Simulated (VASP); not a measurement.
Be2Co: equation of state with PBE

Be2Co:

```xyz
3
Lattice="0.0000 1.9195 5.3325 1.3385 0.0000 5.3325 1.3385 1.9195 0.0000" Properties=species:S:1:pos:R:3 pbc="T T T"
Co    0.0000    0.0000    0.0000
Be    1.3385    1.9195    7.0810
Be    1.3385    1.9195    3.5841
```

The cell comes from a database or a generator and needn't be the stable form of this composition.

- Program: VASP 6.6.1
- Task: equation of state
- Functional: PBE
- Potentials or basis: VASP PAW PBE potentials, release 64 (Co, Be)
- Cutoff: 520 eV
- k mesh: 12 × 12 × 12
- Occupations: fermi-dirac, width 0.05 eV
- Spin: collinear spin, ferromagnetic start
- Starting moments: [2.0, 0.0, 0.0] μB

```
Equilibrium volume                        : 9.10 Å³/atom (rough: see the caveat)
Bulk modulus at fixed shape and positions : 145 GPa (rough)
```

Energy against volume, from the lowest point:
| volume (Å³/atom) | energy (meV/atom) |
| --- | --- |
| 8.586 | 13.54 |
| 8.768 | 5.35 |
| 8.951 | 1.15 |
| 9.134 | 0.00 |
| 9.316 | 2.28 |
| 9.499 | 7.74 |
| 9.682 | 16.06 |

All runs of the series together: 51 min on 1 thread of AMD EPYC 9R45 96-Core Processor (Zen 5) (shared host).

Caveat: the fit is doubtful: noisy points or a state that changes with volume; the cell was scaled at fixed shape and fractional positions, which overstates the stiffness of a crystal with free parameters, most of all of layers and chains.
